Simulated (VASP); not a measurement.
# Zn (Zinc) under strain, part 3 of 3

How does the pressure of Zn (Zinc) answer to a change of volume? The bands are shown for each cell. All runs use r2SCAN. Left out of this account: 1 further run (self-consistent run: a reference on another mesh). The start is a cell from a database of measured crystal structures.

VASP 6.6.1; r2SCAN; plane waves and PAW (Zn).

So far, pressure (GPa): step 2 (bands, cell as listed) -5.42; step 3 (cell volume +4.0 %) -8.06; step 4 (cell volume +8.0 %) -9.68; step 5 (bands, sheared, principal strains -2.5, -0.0, +2.5 %) -4.63.

**6. Bands, volume times 0.96**

The cell is compressed evenly, with fractional positions held.

INCAR

```
SYSTEM = Zn
PREC = Accurate
ENCUT = 400
EDIFF = 1E-06
NELM = 100
ISMEAR = -1
SIGMA = 0.05
LREAL = .FALSE.
ALGO = Normal
METAGGA = R2SCAN
LASPH = .TRUE.
NBANDS = 24
LORBIT = 11
LWAVE = .FALSE.
LCHARG = .FALSE.
KPAR = 2
```

POSCAR

```
Zn
1.0
    2.6287847743      0.0000000000      0.0000000000
   -1.3143923871      2.2765943956      0.0000000000
    0.0000000000      0.0000000000      4.8798445072
Zn
2
Direct
    0.3333333333      0.6666666667      0.2500000000
    0.6666666667      0.3333333333      0.7500000000
```

KPOINTS

```
Automatic mesh
0
Gamma
17 17 8
0 0 0
```

KPOINTS_OPT

```
Line mode
16
Line-mode
Reciprocal
  0.00000000   0.00000000   0.00000000 GAMMA
  0.50000000   0.00000000   0.00000000 M

  0.50000000   0.00000000   0.00000000 M
  0.33333333   0.33333333   0.00000000 K

  0.33333333   0.33333333   0.00000000 K
  0.00000000   0.00000000   0.00000000 GAMMA

  0.00000000   0.00000000   0.00000000 GAMMA
  0.00000000   0.00000000   0.50000000 A

  0.00000000   0.00000000   0.50000000 A
  0.50000000   0.00000000   0.50000000 L

  0.50000000   0.00000000   0.50000000 L
  0.33333333   0.33333333   0.50000000 H

  0.33333333   0.33333333   0.50000000 H
  0.00000000   0.00000000   0.50000000 A

  0.50000000   0.00000000   0.50000000 L
  0.50000000   0.00000000   0.00000000 M

  0.33333333   0.33333333   0.00000000 K
  0.33333333   0.33333333   0.50000000 H
```

Potentials, in the order of the species: Zn (PBE family, release 64).

The run is started by

```console
mpirun -np 2 vasp_std
```

Output:

```text
[... set-up lines as in an earlier step ...]
 entering main loop
       N       E                     dE             d eps       ncg     rms          rms(c)
DAV:   1     0.102874983571E+03    0.10287E+03   -0.99680E+03  8560   0.141E+03
DAV:   2    -0.127269076895E+02   -0.11560E+03   -0.10812E+03  8312   0.259E+02
DAV:   3    -0.207741988714E+02   -0.80473E+01   -0.80178E+01  9240   0.686E+01
DAV:   4    -0.208239062235E+02   -0.49707E-01   -0.49703E-01  8808   0.582E+00
DAV:   5    -0.208239635607E+02   -0.57337E-04   -0.57337E-04  9248   0.179E-01    0.442E+00
DAV:   6    -0.177864874113E+02    0.30375E+01   -0.14526E+00  9320   0.229E+01    0.422E+00
DAV:   7    -0.177680988982E+02    0.18389E-01   -0.83269E-02  9448   0.537E+00    0.243E+00
DAV:   8    -0.177876692619E+02   -0.19570E-01   -0.42344E-02  9160   0.272E+00    0.404E-01
DAV:   9    -0.177858351409E+02    0.18341E-02   -0.14465E-02  8488   0.235E+00    0.158E-01
DAV:  10    -0.177856677493E+02    0.16739E-03   -0.71267E-04  8464   0.314E-01    0.982E-02
DAV:  11    -0.177854050292E+02    0.26272E-03   -0.51873E-04  9816   0.429E-01    0.432E-03
DAV:  12    -0.177854100325E+02   -0.50034E-05   -0.30515E-05  8320   0.491E-02    0.127E-02
DAV:  13    -0.177854095857E+02    0.44681E-06   -0.48455E-06  9528   0.402E-02
   1 F= -.17785410E+02 E0= -.17782757E+02  d E =-.530559E-02
 Start KPOINTS_OPT (optional k-point list driver)
k-point batch [1-144\144]
       N       E                     dE             ncg
DAV:   1     0.419751438818E+04   -0.10096E+06     7512
DAV:   2    -0.121705788237E+05   -0.16368E+05     7216
DAV:   3    -0.133138051406E+05   -0.11432E+04     8024
DAV:   4    -0.133211413646E+05   -0.73362E+01     7888
DAV:   5    -0.133211501022E+05   -0.87376E-02     8136
DAV:   6    -0.133211501218E+05   -0.19597E-04     6712
DAV:   7    -0.133211501222E+05   -0.40364E-06     6152
```

Run time: 2.2 min. Hardware: 2 MPI ranks of Intel Xeon 6975P-C (Granite Rapids), shared host; peak memory 0.42 GiB.

From OUTCAR (step 6):

```text
   ENCUT  =  400.0 eV  29.40 Ry    5.42 a.u.   4.29  4.29  7.96*2*pi/ulx,y,z

   NELECT =      24.0000    total number of electrons

 E-fermi :   3.1964

 k-point     1 :       0.0000    0.0000    0.0000
  band No.  band energies     occupation
    ...
      9      -4.4076      2.00000
     10      -4.1813      2.00000
     11      -4.1812      2.00000
     12      -0.7394      2.00000
     13       0.1846      2.00000
     14      18.0409      0.00000
     15      21.6212      0.00000
     16      22.2703      0.00000
     17      22.2706      0.00000
     18      23.8433      0.00000
    ...

  Total       -0.3212950     -0.3212950     -0.4139512     -0.0000000      0.0000000      0.0000000
  in kB      -17.6265737    -17.6265737    -22.7097853     -0.0000000      0.0000000      0.0000000
  external PRESSURE =     -19.3209775 kB  Pullay stress =       0.0000000 kB

 POSITION                                       TOTAL-FORCE (eV/Angst)
 -----------------------------------------------------------------------------------
     -0.00000      1.51773      1.21996         0.000000     -0.000000      0.000000
      1.31439      0.75886      3.65988        -0.000000      0.000000      0.000000
 -----------------------------------------------------------------------------------
    total drift:                               -0.000000      0.000000      0.000000

  FREE ENERGIE OF THE ION-ELECTRON SYSTEM (eV)
  ---------------------------------------------------
  free  energy   TOTEN  =       -17.7854095857 eV

  energy  without entropy=      -17.7801039956  energy(sigma->0) =      -17.78275679

[... 4 parts as in an earlier step ...]

[... 12 further parts left out ...]
```

Numbers from this step:

- irreducible k points: 165
- symmetry operations: 24
- free energy (TOTEN): -17.79 eV
- energy at zero smearing: -17.78 eV
- Fermi energy: 3.196 eV
- pressure: -1.932 GPa

The electronic bands at the labelled points (eV, zero at the Fermi level; # counts the bands kept):

```csv
point,#9,#10,#11,#12,#13,#14,#15,#16
Γ,-7.61,-7.38,-7.38,-3.94,-3.01,14.84,18.42,19.07
0.47 of the way,-7.65,-7.62,-7.38,-1.98,-1.57,8.19,13.81,14.25
M,-7.18,-7.16,-3.06,-2.19,3.00,3.87,4.77,6.12
0.53 of the way,-7.38,-7.33,-2.03,-1.49,3.81,4.73,5.06,5.80
K,-7.49,-7.49,0.15,0.17,0.17,5.39,6.76,6.76
0.47 of the way,-7.43,-7.41,-6.89,-0.99,-0.11,7.23,7.41,13.37
Γ,-7.61,-7.38,-7.38,-3.94,-3.01,14.84,18.42,19.07
0.47 of the way,-7.57,-7.40,-7.40,-6.29,0.14,10.70,19.44,19.44
A,-7.47,-7.47,-7.47,-7.47,5.05,5.05,20.52,20.52
0.47 of the way,-7.50,-7.50,-6.73,-6.73,6.60,6.60,9.96,9.96
L,-7.17,-7.17,-2.05,-2.05,0.42,0.42,11.13,11.13
0.47 of the way,-7.37,-7.37,-1.20,-1.20,0.80,0.80,8.04,8.04
H,-7.39,-7.39,1.00,1.00,1.95,1.95,2.74,2.74
0.47 of the way,-7.37,-7.37,-5.66,-5.66,7.55,7.55,8.88,8.88
A,-7.47,-7.47,-7.47,-7.47,5.05,5.05,20.52,20.52
jump to L,-7.17,-7.17,-2.05,-2.05,0.42,0.42,11.13,11.13
0.47 of the way,-7.17,-7.16,-2.69,-2.04,1.34,1.51,8.17,8.67
M,-7.18,-7.16,-3.06,-2.19,3.00,3.87,4.77,6.12
jump to K,-7.49,-7.49,0.15,0.17,0.17,5.39,6.76,6.76
0.47 of the way,-7.44,-7.44,0.44,0.44,0.56,4.03,4.25,4.25
H,-7.39,-7.39,1.00,1.00,1.95,1.95,2.74,2.74
```

 The pressure is -1.93 GPa.

Between step 2 and this run (cell volume -4.0 %) the value for the pressure moves from -5.42 GPa to -1.93 GPa.

**7. Bands, volume times 0.92**

The cell is scaled evenly once more. A prediction first. A parabola through the 4 pressures of evenly scaled cells so far, P = -5.46 -75.7 t +268 t² GPa with t = ln(V/V₁) and V₁ the volume at scale 1, gives 2.72 GPa at t = -0.0834.

INCAR is that of step 6.

POSCAR

```
Zn
1.0
    2.5917547041      0.0000000000      0.0000000000
   -1.2958773521      2.2445254141      0.0000000000
    0.0000000000      0.0000000000      4.8111051467
Zn
2
Direct
    0.3333333333      0.6666666667      0.2500000000
    0.6666666667      0.3333333333      0.7500000000
```

KPOINTS is that of step 6.

KPOINTS_OPT is that of step 6.

The run is started by

```console
mpirun -np 2 vasp_std
```

Output:

```text
[... set-up lines as in an earlier step ...]
 entering main loop
       N       E                     dE             d eps       ncg     rms          rms(c)
DAV:   1     0.100632430898E+03    0.10063E+03   -0.99086E+03  8648   0.141E+03
DAV:   2    -0.129410145412E+02   -0.11357E+03   -0.10626E+03  8328   0.258E+02
DAV:   3    -0.207416586211E+02   -0.78006E+01   -0.77740E+01  9096   0.678E+01
DAV:   4    -0.207889296221E+02   -0.47271E-01   -0.47267E-01  8656   0.569E+00
DAV:   5    -0.207889823894E+02   -0.52767E-04   -0.52767E-04  9328   0.171E-01    0.490E+00
DAV:   6    -0.177806519842E+02    0.30083E+01   -0.14525E+00  9248   0.234E+01    0.444E+00
DAV:   7    -0.177623843071E+02    0.18268E-01   -0.86057E-02  9448   0.560E+00    0.252E+00
DAV:   8    -0.177790190325E+02   -0.16635E-01   -0.35459E-02  9024   0.244E+00    0.385E-01
DAV:   9    -0.177772536780E+02    0.17654E-02   -0.12822E-02  8544   0.227E+00    0.149E-01
DAV:  10    -0.177771248329E+02    0.12885E-03   -0.61487E-04  8384   0.289E-01    0.921E-02
DAV:  11    -0.177768846938E+02    0.24014E-03   -0.43503E-04  9912   0.404E-01    0.466E-03
DAV:  12    -0.177768892521E+02   -0.45583E-05   -0.27356E-05  8272   0.504E-02    0.119E-02
DAV:  13    -0.177768895652E+02   -0.31313E-06   -0.52431E-06  9408   0.430E-02
   1 F= -.17776890E+02 E0= -.17774334E+02  d E =-.511139E-02
 Start KPOINTS_OPT (optional k-point list driver)
k-point batch [1-144\144]
       N       E                     dE             ncg
DAV:   1     0.466913535609E+04   -0.10272E+06     7536
DAV:   2    -0.118775995852E+05   -0.16547E+05     7328
DAV:   3    -0.130299599018E+05   -0.11524E+04     8040
DAV:   4    -0.130373006656E+05   -0.73408E+01     7880
DAV:   5    -0.130373092791E+05   -0.86135E-02     8120
DAV:   6    -0.130373092984E+05   -0.19293E-04     6624
DAV:   7    -0.130373092988E+05   -0.40497E-06     6048
```

Run time: 1.7 min. Hardware: 2 MPI ranks; peak memory 0.42 GiB; 3.3 min of CPU time.

Parts of OUTCAR (step 7):

```text
   ENCUT  =  400.0 eV  29.40 Ry    5.42 a.u.   4.23  4.23  7.85*2*pi/ulx,y,z

   NELECT =      24.0000    total number of electrons

 E-fermi :   3.5048

 k-point     1 :       0.0000    0.0000    0.0000
  band No.  band energies     occupation
    ...
      9      -4.1774      2.00000
     10      -3.9326      2.00000
     11      -3.9325      2.00000
     12      -0.6586      2.00000
     13       0.5477      2.00000
     14      18.7763      0.00000
     15      22.4026      0.00000
     16      23.1960      0.00000
     17      23.1963      0.00000
     18      24.5165      0.00000
    ...

  Total        0.5663670      0.5663670      0.1191590     -0.0000000      0.0000000      0.0000000
  in kB       32.4224085     32.4224085      6.8214119     -0.0000000      0.0000000      0.0000000
  external PRESSURE =      23.8887430 kB  Pullay stress =       0.0000000 kB

 POSITION                                       TOTAL-FORCE (eV/Angst)
 -----------------------------------------------------------------------------------
     -0.00000      1.49635      1.20278         0.000000     -0.000000      0.000000
      1.29588      0.74818      3.60833        -0.000000      0.000000      0.000000
 -----------------------------------------------------------------------------------
    total drift:                               -0.000000      0.000000     -0.000000

  FREE ENERGIE OF THE ION-ELECTRON SYSTEM (eV)
  ---------------------------------------------------
  free  energy   TOTEN  =       -17.7768895652 eV

  energy  without entropy=      -17.7717781731  energy(sigma->0) =      -17.77433387

[... 5 parts as in an earlier step ...]

[... 11 further parts left out ...]
```

Numbers from this step:

| Quantity | Value |
| --- | --- |
| free energy (TOTEN) | -17.78 eV |
| energy at zero smearing | -17.77 eV |
| Fermi energy | 3.505 eV |
| pressure | 2.389 GPa |

The electronic bands at the labelled points (eV, zero at the Fermi level; # counts the bands kept):

| point | #9 | #10 | #11 | #12 | #13 | #14 | #15 | #16 |
| --- | --- | --- | --- | --- | --- | --- | --- | --- |
| Γ | -7.68 | -7.44 | -7.44 | -4.16 | -2.96 | 15.27 | 18.90 | 19.69 |
| 0.53 of the way | -7.64 | -7.61 | -7.44 | -1.56 | -1.04 | 6.90 | 13.21 | 13.58 |
| M | -7.22 | -7.20 | -3.19 | -2.20 | 3.14 | 3.93 | 5.07 | 6.23 |
| 0.47 of the way | -7.40 | -7.36 | -2.35 | -1.65 | 3.78 | 4.61 | 5.37 | 6.67 |
| K | -7.55 | -7.55 | 0.12 | 0.22 | 0.22 | 5.55 | 6.91 | 6.91 |
| 0.53 of the way | -7.58 | -7.48 | -7.34 | -1.49 | -0.97 | 8.88 | 8.98 | 15.21 |
| Γ | -7.68 | -7.44 | -7.44 | -4.16 | -2.96 | 15.27 | 18.90 | 19.69 |
| 0.53 of the way | -7.63 | -7.47 | -7.47 | -6.78 | 0.75 | 10.25 | 20.18 | 20.18 |
| A | -7.54 | -7.54 | -7.54 | -7.54 | 5.21 | 5.21 | 21.20 | 21.20 |
| 0.53 of the way | -7.55 | -7.55 | -6.50 | -6.50 | 7.13 | 7.13 | 8.88 | 8.88 |
| L | -7.21 | -7.21 | -2.18 | -2.18 | 0.53 | 0.53 | 11.44 | 11.44 |
| 0.47 of the way | -7.42 | -7.42 | -1.29 | -1.29 | 0.92 | 0.92 | 8.29 | 8.29 |
| H | -7.45 | -7.45 | 1.00 | 1.00 | 1.97 | 1.97 | 2.95 | 2.95 |
| 0.47 of the way | -7.43 | -7.43 | -5.78 | -5.78 | 7.76 | 7.76 | 9.15 | 9.15 |
| A | -7.54 | -7.54 | -7.54 | -7.54 | 5.21 | 5.21 | 21.20 | 21.20 |
| jump to L | -7.21 | -7.21 | -2.18 | -2.18 | 0.53 | 0.53 | 11.44 | 11.44 |
| 0.47 of the way | -7.22 | -7.20 | -2.83 | -2.09 | 1.43 | 1.62 | 8.46 | 8.87 |
| M | -7.22 | -7.20 | -3.19 | -2.20 | 3.14 | 3.93 | 5.07 | 6.23 |
| jump to K | -7.55 | -7.55 | 0.12 | 0.22 | 0.22 | 5.55 | 6.91 | 6.91 |
| 0.47 of the way | -7.51 | -7.51 | 0.47 | 0.47 | 0.55 | 4.13 | 4.45 | 4.45 |
| H | -7.45 | -7.45 | 1.00 | 1.00 | 1.97 | 1.97 | 2.95 | 2.95 |

 The pressure is 2.39 GPa. The parabola predicted 2.72 GPa, +0.33 GPa off.

**8. Bands, atoms displaced by up to 0.07 Å**

The atoms are moved off their sites at random, as a crude picture of disorder.

INCAR is that of step 7.

POSCAR

```
Zn
1.0
    2.6648000000      0.0000000000      0.0000000000
   -1.3324000000      2.3077844960      0.0000000000
    0.0000000000      0.0000000000      4.9467000000
Zn
2
Direct
    0.3511080000      0.6973370000      0.2531790000
    0.6757650000      0.3564730000      0.7563920000
```

KPOINTS is that of step 7.

KPOINTS_OPT is that of step 7.

The run is started by

```console
mpirun -np 2 vasp_std
```

Output:

```text
[... set-up lines as in an earlier step ...]
 entering main loop
       N       E                     dE             d eps       ncg     rms          rms(c)
DAV:   1     0.101795141393E+03    0.10180E+03   -0.99743E+03 59696   0.138E+03
DAV:   2    -0.128420324280E+02   -0.11464E+03   -0.10751E+03 58544   0.255E+02
DAV:   3    -0.207795571242E+02   -0.79375E+01   -0.79099E+01 64472   0.679E+01
DAV:   4    -0.208302391184E+02   -0.50682E-01   -0.50677E-01 60888   0.592E+00
DAV:   5    -0.208302998074E+02   -0.60689E-04   -0.60689E-04 65368   0.185E-01    0.402E+00
DAV:   6    -0.177617793712E+02    0.30685E+01   -0.14446E+00 65168   0.223E+01    0.403E+00
DAV:   7    -0.177434680960E+02    0.18311E-01   -0.80619E-02 65872   0.514E+00    0.235E+00
DAV:   8    -0.177655770194E+02   -0.22109E-01   -0.49750E-02 64288   0.297E+00    0.424E-01
DAV:   9    -0.177636041208E+02    0.19729E-02   -0.16123E-02 59512   0.243E+00    0.164E-01
DAV:  10    -0.177634117943E+02    0.19233E-03   -0.79871E-04 59112   0.329E-01    0.103E-01
DAV:  11    -0.177631281339E+02    0.28366E-03   -0.61752E-04 68360   0.457E-01    0.572E-03
DAV:  12    -0.177631336661E+02   -0.55323E-05   -0.31288E-05 57192   0.432E-02    0.130E-02
DAV:  13    -0.177631326915E+02    0.97463E-06   -0.39895E-06 68776   0.353E-02
   1 F= -.17763133E+02 E0= -.17760487E+02  d E =-.529091E-02
 Start KPOINTS_OPT (optional k-point list driver)
k-point batch [1-144\144]
       N       E                     dE             ncg
DAV:   1     0.311236747203E+05   -0.99419E+05     7376
DAV:   2     0.143268300725E+05   -0.16797E+05     7192
DAV:   3     0.131016096588E+05   -0.12252E+04     8008
DAV:   4     0.130931829246E+05   -0.84267E+01     7952
DAV:   5     0.130931724464E+05   -0.10478E-01     8152
DAV:   6     0.130931724226E+05   -0.23832E-04     7072
DAV:   7     0.130931724222E+05   -0.38760E-06     6032
```

The job ended after 8 min (2 MPI ranks; peak memory 1.6 GiB; 16 min of CPU time).

OUTCAR, selected parts (step 8):

```text
   NELECT =      24.0000    total number of electrons

 E-fermi :   2.9184

 k-point     1 :       0.0000    0.0000    0.0000
  band No.  band energies     occupation
    ...
      9      -4.6193      2.00000
     10      -4.4211      2.00000
     11      -4.4096      2.00000
     12      -0.8113      2.00000
     13      -0.1471      2.00000
     14      17.3550      0.00000
     15      20.8925      0.00000
     16      21.3707      0.00000
     17      21.4436      0.00000
     18      22.9630      0.00000
    ...

  Total       -1.0578829     -1.0868101     -0.7932403     -0.0061955     -0.0016305     -0.0007574
  in kB      -55.7150768    -57.2385716    -41.7772559     -0.3262980     -0.0858710     -0.0398890
  external PRESSURE =     -51.5769681 kB  Pullay stress =       0.0000000 kB

 POSITION                                       TOTAL-FORCE (eV/Angst)
 -----------------------------------------------------------------------------------
      0.00650      1.60930      1.25240         0.002500     -0.015012      0.033845
      1.32581      0.82266      3.74164        -0.002500      0.015012     -0.033845
 -----------------------------------------------------------------------------------
    total drift:                               -0.001431     -0.000112     -0.004393

  FREE ENERGIE OF THE ION-ELECTRON SYSTEM (eV)
  ---------------------------------------------------
  free  energy   TOTEN  =       -17.7631326915 eV

  energy  without entropy=      -17.7578417777  energy(sigma->0) =      -17.76048723

[... 5 parts as in an earlier step ...]

[... 12 further parts left out ...]
```

Numbers from this step:

* irreducible k points: 1157
* symmetry operations: 2
* free energy (TOTEN): -17.76 eV
* energy at zero smearing: -17.76 eV
* Fermi energy: 2.918 eV
* pressure: -5.158 GPa

Electronic bands along the path, in eV, zero at the Fermi level; # counts the bands kept:

```csv
point,#9,#10,#11,#12,#13,#14,#15,#16
Γ,-7.54,-7.34,-7.33,-3.73,-3.07,14.44,17.97,18.45
0.47 of the way,-7.59,-7.55,-7.33,-2.02,-1.48,7.94,13.42,13.80
M,-7.14,-7.12,-2.95,-2.16,2.83,3.76,4.53,6.08
0.47 of the way,-7.29,-7.26,-2.18,-1.65,3.44,4.40,4.90,6.21
K,-7.44,-7.43,0.12,0.12,0.18,5.24,6.55,6.60
0.53 of the way,-7.45,-7.37,-7.20,-1.60,-0.82,8.31,8.53,14.27
Γ,-7.54,-7.34,-7.33,-3.73,-3.07,14.44,17.97,18.45
0.53 of the way,-7.50,-7.36,-7.36,-6.45,0.66,9.69,18.91,18.97
A,-7.43,-7.43,-7.42,-7.42,4.84,4.96,19.84,19.85
0.53 of the way,-7.43,-7.42,-6.29,-6.23,6.69,6.77,8.32,8.40
L,-7.13,-7.13,-1.93,-1.92,0.28,0.29,10.83,10.89
0.53 of the way,-7.33,-7.33,-0.89,-0.88,0.79,0.80,6.97,7.05
H,-7.35,-7.35,0.99,0.99,1.88,1.96,2.53,2.53
0.53 of the way,-7.38,-7.38,-6.19,-6.13,6.86,6.95,9.90,9.97
A,-7.43,-7.43,-7.42,-7.42,4.84,4.96,19.84,19.85
jump to L,-7.13,-7.13,-1.93,-1.92,0.28,0.29,10.83,10.89
0.47 of the way,-7.14,-7.13,-2.57,-1.98,1.23,1.38,7.91,8.51
M,-7.14,-7.12,-2.95,-2.16,2.83,3.76,4.53,6.08
jump to K,-7.44,-7.43,0.12,0.12,0.18,5.24,6.55,6.60
0.47 of the way,-7.40,-7.39,0.39,0.40,0.58,3.94,4.05,4.07
H,-7.35,-7.35,0.99,0.99,1.88,1.96,2.53,2.53
```

 The pressure is -5.16 GPa, and the symmetry operations fall from 24 to 2.

**9. Side by side**

| cell | mesh | pressure (GPa) | gap (eV) |
| --- | --- | --- | --- |
| cell as listed | 17×17×8 | -5.42 | none |
| volume times 1.04 | 17×17×8 | -8.06 | none |
| volume times 1.08 | 17×17×8 | -9.68 | none |
| sheared, principal strains -2.5, -0.0, +2.5 % | 17×17×8 | -4.63 | none |
| volume times 0.96 | 17×17×8 | -1.93 | none |
| volume times 0.92 | 17×17×8 | 2.39 | none |
| atoms displaced by up to 0.07 Å | 17×17×8 | -5.16 | none |

**10. Results**

```
pressure, cell as listed                                    : -5.42 GPa
pressure, volume times 1.04                                 : -8.06 GPa
pressure, volume times 1.08                                 : -9.68 GPa
pressure, sheared, principal strains -2.5, -0.0, +2.5 %     : -4.63 GPa
pressure, volume times 0.96                                 : -1.93 GPa
pressure, volume times 0.92                                 : 2.39 GPa
pressure, atoms displaced by up to 0.07 Å                   : -5.16 GPa
bulk modulus at the listed volume, shape and positions held : 74.2 GPa
```

The slope of pressure against ln V at the listed volume gives a bulk modulus of 74.2 GPa at fixed shape and positions (not that of equilibrium, since the cell bears -5.4 GPa there).

[Lines on the potential files, build, host, timing and source positions are cut from VASP's logs without a mark.]

[Logs are printed without paths, hosts, clocks, repeated set-up lines and the standing remarks that a program may print on its own settings, such as how far it seeks lower states.]

[Hosts, paths, dates, database ids (printed as entryN), source tags and the programs' standing remarks are cut or masked in the printed files.]

[A measured line is paired with the nearest computed mode of its activity, which favours agreement.]
